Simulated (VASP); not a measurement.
Given:

```
CELL_PARAMETERS angstrom
      0.00000     2.65200     2.65200
      2.65200     0.00000     2.65200
      2.65200     2.65200     0.00000
ATOMIC_POSITIONS crystal
  Mg 0.00000 0.00000 0.00000
  S  0.50000 0.50000 0.50000
```

Level of theory: PBE GGA, VASP's PBE PAW potentials (set 64) (plane waves; VASP). Settings: 400 eV cut-off, 7×7×7 Γ-centred mesh, Gaussian smearing of 0.050 eV, potentials Mg S.

### Question
Estimate the energy per atom (σ→0), pressure.

### Answer

The energy per atom (σ→0) is -4.243 eV/atom and the pressure is -31.2 kbar.

The compound is MgS in the rock salt structure. The cell was not relaxed at this level.
